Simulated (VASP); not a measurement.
# Quasiparticle energies of MoS2 in VASP, part 4 of 4

Wanted: how far GW moves the Kohn-Sham levels of MoS2. The cell has space group P6_3/mmc. The start is a cell from a database of measured crystal structures.

VASP 6.6.1, plane waves and PAW; the level of theory is named at each step.

So far, quasiparticle gap on the mesh (eV): step 4 (evGW0) 1.45.

The database entry behind the starting cell differs from later determinations by our own check (about 0.3 % long), so it need not match the best structure at ambient conditions.

**8. G0W0**

This step: G0W0 on HSE06, no spin polarisation; plane waves and PAW (Mo_sv_GW, S_GW) (VASP 6.6.1).

G0W0 keeps orbitals and screening fixed and shifts each of the lowest NBANDSGW levels once.

The input, INCAR:

```
SYSTEM = MoS2
PREC = Accurate
ENCUT = 370
ISMEAR = 0
SIGMA = 0.01
LREAL = .FALSE.
LHFCALC = .TRUE.
AEXX = 0.25
GGA = PE
HFSCREEN = 0.2
LASPH = .TRUE.
NBANDS = 544
PRECFOCK = Fast
ALGO = EVGW0
NELMGW = 1
ENCUTGW = 170
NOMEGA = 48
NBANDSGW = 40
LWAVE = .FALSE.
LCHARG = .FALSE.
```

The input, POSCAR:

```
MoS2
1.0
    3.1690000000      0.0000000000      0.0000000000
   -1.5845000000      2.7444345046      0.0000000000
    0.0000000000      0.0000000000     12.3240000000
Mo S
2 4
Direct
    0.3333333333      0.6666666667      0.2500000000
    0.6666666667      0.3333333333      0.7500000000
    0.3333333333      0.6666666667      0.6230000000
    0.6666666667      0.3333333333      0.1230000000
    0.3333333333      0.6666666667      0.8770000000
    0.6666666667      0.3333333333      0.3770000000
```

The input, KPOINTS:

```
Automatic mesh
0
Gamma
6 6 2
0 0 0
```

PAW data sets: Mo_sv_GW and S_GW (PBE family, release 64).

The WAVECAR or CHGCAR of an earlier step is read.

On the command line:

```bash
$ mpirun -np 8 vasp_std
```

Output:

```text
[banner, memory and clock lines left out]
running    8 mpi-ranks, on    1 nodes
 distrk:  each k-point on    8 cores,    1 groups
 distr:  one band on    1 cores,    8 groups

 POSCAR found type information on POSCAR MoS
 POSCAR found :  2 types and       6 ions
 [... a notice as in an earlier step ...]

 [... a notice as in an earlier step ...]

 LDA part: xc-table for (Slater+PW92), standard interpolation
 found WAVECAR, reading the header
 POSCAR, INCAR and KPOINTS ok, starting setup
 FFT: planning ... GRIDC
 FFT: planning ... GRID_SOFT
 FFT: planning ... GRID
 reading WAVECAR
 the WAVECAR file was read successfully
 initial charge from wavefunction
 available memory per node:     59.35 GB, setting MAXMEM to     60774

 The Fermi energy was updated, please check that it is located mid-gap
 values below the HOMO (VB) or above the LUMO (CB) will cause erroneous energies
 E-fermi :   7.8033

 calculate exact exchange contribution
 the WAVEDER file was read successfully
 [... a notice as in an earlier step ...]

energies w=
    0.000    0.000    0.987    0.000    1.970    0.000    2.945    0.000
    3.909    0.000    4.858    0.000    5.792    0.000    6.709    0.000
    7.608    0.000    8.491    0.000    9.358    0.000   10.211    0.000
   11.052    0.000   11.883    0.000   12.707    0.000   13.527    0.000
   14.345    0.000   15.167    0.000   15.994    0.000   16.832    0.000
   17.684    0.000   18.556    0.000   19.452    0.000   20.379    0.000
   21.343    0.000   22.353    0.000   23.416    0.000   24.545    0.000
   25.752    0.000   27.051    0.000   28.461    0.000   30.006    0.000
   31.713    0.000   33.620    0.000   35.772    0.000   38.231    0.000
   41.078    0.000   44.424    0.000   48.423    0.000   53.302    0.000
   59.393    0.000   67.221    0.000   77.652    0.000   92.232    0.000
  114.004    0.000  149.932    0.000  220.156    0.000  417.292    0.000
 responsefunction array rank=     568
 LDA part: xc-table for (Slater+PW92), standard interpolation

 min. memory requirement per mpi rank    666.7 MB, per node   5333.6 MB

 allocating   6 responsefunctions rank=   568
 shmem allocating  48 responsefunctions rank=   568
 response function shared by NCSHMEM nodes    1
 Doing            6  frequencies on each core in blocks of           48
NQ=   1    0.0000    0.0000    0.0000,
|.........|.........|.........|.........|.........|.........|.........|.........
 performed       2548000 updates of chi_q(r,r)
 total number of BLAS operations       6145.38 Gflops
NQ=   2    0.1667   -0.0000    0.0000,
|.........|.........|.........|.........|.........|.........|.........|.........
 performed       7098000 updates of chi_q(r,r)
 total number of BLAS operations      17238.05 Gflops
NQ=   3    0.3333   -0.0000    0.0000,
|.........|.........|.........|.........|.........|.........|.........|.........
 performed      11648000 updates of chi_q(r,r)
 total number of BLAS operations      27696.98 Gflops
NQ=   4    0.5000   -0.0000    0.0000,
|.........|.........|.........|.........|.........|.........|.........|.........
 performed      15067000 updates of chi_q(r,r)
 total number of BLAS operations      35496.73 Gflops
NQ=   5    0.1667    0.1667    0.0000,
|.........|.........|.........|.........|.........|.........|.........|.........
 performed      19617000 updates of chi_q(r,r)
 total number of BLAS operations      45994.73 Gflops
NQ=   6    0.3333    0.1667    0.0000,
|.........|.........|.........|.........|.........|.........|.........|.........
 performed      24689000 updates of chi_q(r,r)
 total number of BLAS operations      57394.40 Gflops
NQ=   7    0.3333    0.3333    0.0000,
|.........|.........|.........|.........|.........|.........|.........|.........
 performed      27672000 updates of chi_q(r,r)
 total number of BLAS operations      64355.18 Gflops
NQ=   8    0.0000    0.0000    0.5000,
|.........|.........|.........|.........|.........|.........|.........|.........
 performed      30220000 updates of chi_q(r,r)
 total number of BLAS operations      70887.03 Gflops
NQ=   9    0.1667   -0.0000    0.5000,
|.........|.........|.........|.........|.........|.........|.........|.........
 performed      34770000 updates of chi_q(r,r)
 total number of BLAS operations      81979.70 Gflops
NQ=  10    0.3333   -0.0000    0.5000,
|.........|.........|.........|.........|.........|.........|.........|.........
 performed      39320000 updates of chi_q(r,r)
 total number of BLAS operations      92438.64 Gflops
NQ=  11    0.5000   -0.0000    0.5000,
|.........|.........|.........|.........|.........|.........|.........|.........
 performed      42739000 updates of chi_q(r,r)
 total number of BLAS operations     100533.25 Gflops
NQ=  12    0.1667    0.1667    0.5000,
|.........|.........|.........|.........|.........|.........|.........|.........
 performed      47289000 updates of chi_q(r,r)
 total number of BLAS operations     110914.28 Gflops
NQ=  13    0.3333    0.1667    0.5000,
|.........|.........|.........|.........|.........|.........|.........|.........
 performed      52361000 updates of chi_q(r,r)
 total number of BLAS operations     122573.51 Gflops
NQ=  14    0.3333    0.3333    0.5000,
|.........|.........|.........|.........|.........|.........|.........|.........
 performed      55344000 updates of chi_q(r,r)
 total number of BLAS operations     129380.47 Gflops
 resolving degeneracies of screened two electron integrals

 calculate QP shifts <psi_nk| G(iteration)W_0 |psi_nk>: iteration 1
 entering main loop
```

Run time: 19 min. Hardware: 8 MPI ranks of Intel Xeon 6975P-C (Granite Rapids), shared host; peak memory 6.3 GiB; 2.6 h of CPU time.

From OUTCAR (step 8):

```text
   NELECT =      52.0000    total number of electrons

 E-fermi :   7.8033

 QP shifts <psi_nk| G(iteration)W_0 |psi_nk>: iteration 1
 for sc-GW calculations column KS-energies equals QP-energies in previous step
 and V_xc(KS)=  KS-energies - (<T + V_ion + V_H > + <T+V_H+V_ion>^1  + <V_x>^1)
 k-point   1 :       0.0000    0.0000    0.0000
  band No.  KS-energies  QP-energies   sigma(KS)   V_xc(KS)     V^pw_x(r,r')   Z            occupation Imag(sigma)
    ...
     23       4.7417       4.7670     -16.3503     -16.3830     -17.6233       0.7751       2.0000       0.2310
     24       5.6518       5.4902     -14.6199     -14.4131     -16.3367       0.7815       2.0000       0.2442
     25       5.8226       5.8614     -15.5490     -15.5992     -16.4448       0.7742       2.0000       0.2052
     26       7.0725       7.0740     -16.4637     -16.4656     -16.9240       0.7722       2.0000       0.1410
     27       9.9104      10.0396     -14.9897     -15.1559     -10.7656       0.7778       0.0000      -0.2710
     28       9.9104      10.0396     -14.9897     -15.1559     -10.7656       0.7778       0.0000      -0.2710
     29       9.9418      10.0620     -14.9003     -15.0548     -10.6592       0.7779       0.0000      -0.2733
     30       9.9418      10.0620     -14.9003     -15.0548     -10.6592       0.7779       0.0000      -0.2733
    ...

 k-point   2 :       0.1667   -0.0000    0.0000
  band No.  KS-energies  QP-energies   sigma(KS)   V_xc(KS)     V^pw_x(r,r')   Z            occupation Imag(sigma)
    ...
     23       4.7482       4.6405     -14.6263     -14.4880     -16.3660       0.7797       2.0000       0.2601
     24       5.6828       5.5316     -14.6071     -14.4135     -16.2971       0.7812       2.0000       0.2389
     25       5.7561       5.8246     -15.8461     -15.9348     -16.8059       0.7722       2.0000       0.2108
     26       6.2279       6.2560     -16.0256     -16.0620     -16.8124       0.7736       2.0000       0.1820
     27       9.2111       9.2961     -14.5978     -14.7072     -10.6128       0.7770       0.0000      -0.2567
     28       9.5909       9.6992     -15.0511     -15.1913     -11.0403       0.7730       0.0000      -0.2721
     29       9.6750       9.8184     -15.1099     -15.2936     -10.7459       0.7807       0.0000      -0.2690
     30       9.8089       9.9117     -15.2890     -15.4222     -11.1350       0.7716       0.0000      -0.2959
    ...

[... 9 parts as in an earlier step ...]

[... 7 further parts left out ...]
```

Numbers from this step:

| Quantity | Value |
| --- | --- |
| quasiparticle gap on the mesh | 1.584 eV |
| smallest direct quasiparticle gap on the mesh | 2.344 eV |
| gap of the starting orbitals on the mesh | 1.462 eV |

GW takes the gap from 1.462 to 1.584 eV. That is +206 meV against the one-shot pass on PBE. Spin-orbit coupling is left out. The value holds for 544 bands, ENCUTGW = 170 eV and this mesh, and isn't shown to be converged in them. VASP warns that the automatic setting of its frequency mesh failed and advises more k points, so the value is in doubt.

**9. Summary**

This step: GW series: evGW0 on PBE, G0W0 on HSE06; plane waves and PAW (VASP 6.6.1).

This step runs nothing: it gathers the runs above.

Cost is wall time times ranks on a shared host, with the step that makes the empty bands. GW runs:

```
        level  bands  ENCUTGW (eV)  NOMEGA  k mesh  starting gap (eV)  quasiparticle gap (eV)  direct gap (eV)  cost (core minutes)
 evGW0 on PBE    544           170      48   6x6x2             0.8817                   1.447            2.286                636.1
G0W0 on HSE06    544           170      48   6x6x2              1.462                   1.584            2.344                447.4
```

**10. Summary of results**

```
evGW0 on PBE, 544 bands, ENCUTGW 170 eV, NOMEGA 48, mesh 6×6×2  : 0.882 → 1.447 eV
G0W0 on HSE06, 544 bands, ENCUTGW 170 eV, NOMEGA 48, mesh 6×6×2 : 1.462 → 1.584 eV
```

evGW0 gives a quasiparticle gap of 1.447 eV on the mesh, 0.57 eV over the PBE gap on the same mesh. On mesh and path the starting valence top lies at Γ and the conduction bottom at (0.182, 0.182, 0), so the starting gap is indirect. At the starting level the gap on the GW mesh lies within 20 meV of that on the path. Over the final values of the levels run here the gap spans 1.45 to 1.58 eV. In evGW0 the first pass, which is the one-shot result, gives 1.378 eV and pass 4 gives 1.447 eV; the last pass changed the gap by +1 meV, so the loop is converged. One-shot gaps: 1.378 eV from PBE and 1.584 eV from HSE06. The starting gaps span 0.58 eV and the one-shot gaps 0.21 eV. Bands, response cutoff and mesh weren't tested for convergence. Spin-orbit coupling is left out; with Mo in the cell it can split or shift band edges, by an amount that depends on which atoms form them and isn't tested here. At HSE06 the same positions carry forces of up to 0.58 eV/Å. VASP warned that the automatic setting of its frequency mesh failed, and advised more k points, in all GW runs. Those values are in doubt. Not tabulated here, as repeats of values shown or as unfit to read for their mesh, reference level or band range: eps2 curves (empty bands); eps1 curves and static values (empty bands); gaps (empty bands).

[Lines on the potential files, build, host, timing and source positions are cut from VASP's logs without a mark.]

[Logs are printed without paths, hosts, clocks, repeated set-up lines and the standing remarks that a program may print on its own settings, such as how far it seeks lower states.]

[Hosts, paths, dates, database ids (printed as entryN), source tags and the programs' standing remarks are cut or masked in the printed files.]

[Pressures printed for these runs are not shown converged in the cutoff: they can be off by several GPa and have the wrong sign.]
